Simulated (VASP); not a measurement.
Input of a VASP 6.6.1 run:

File INCAR:

```
SYSTEM = AlN
PREC = Accurate
ENCUT = 520
EDIFF = 1E-8
ISMEAR = 0
SIGMA = 0.02
LREAL = .FALSE.
LASPH = .TRUE.
NELM = 60
ALGO = Fast
ISIF = 2
LWAVE = .FALSE.
LCHARG = .FALSE.
GGA = PE
LEPSILON = .TRUE.
IBRION = 8
NSW = 1
KPAR = 4
```

KPOINTS

```
regular mesh
0
G
  12 12 6
  0 0 0
```

Contents of POSCAR:

```
AlN                                     
1.0
    3.1130000000      0.0000000000      0.0000000000
   -1.5565000000      2.6959370800      0.0000000000
    0.0000000000      0.0000000000      4.9810000000
  Al              N             
     2     2
Direct
     0.3333333300000021    0.6666666699999979    0.9990019605625045
     0.6666666699999979    0.3333333300000021    0.4990019605625046
     0.3333333300000021    0.6666666699999979    0.3809980394374980
     0.6666666699999979    0.3333333300000021    0.8809980394374981
```

Potentials or basis: VASP PAW PBE potentials, release 64 (Al, N).

The run is started by

```bash
$ cat potpaw_PBE.64/Al/POTCAR potpaw_PBE.64/N/POTCAR > POTCAR
$ mpirun -np 4 vasp_std > vasp.out
```

(1) Estimate the electronic dielectric tensor (diagonal).

(2) Predict the Born charges (mean of the diagonal).

(3) What does it give for the highest phonon frequency at Γ, LO-TO splitting left out?

(4) Estimate the band gap on the k mesh.

Answers

(1) 4.43, 4.43, 4.66.

(2) Al +2.57; N -2.57 e.

(3) 722 cm⁻¹.

(4) 4.19 eV, direct.

**Experimental background.**

From “Structural and optical properties of self-assembled AlN nanowires grown on SiO2/Si substrates by molecular beam epitaxy”, 2024, arxiv:2402.00216, for a bulk crystal of AlN at 0 K: band gap 6.0343 eV (an exciton energy, a little under the gap).

Measured gap of AlN: 6.0343 eV (an exciton energy, a little under the gap; 0 K; quoted in “Structural and optical properties of self-assembled AlN nanowires grown on SiO2/Si substrates by molecular beam epitaxy”, 2024, arxiv:2402.00216). This calculation gives 4.19 eV (-1.84 eV). 2 values of this kind are on record (6.034 to 6.0343 eV); this one was drawn at random. The value is that of PBE on a finite k mesh, which can miss the band edges, without temperature or zero-point motion. Semilocal functionals fall short of measured gaps as a rule.
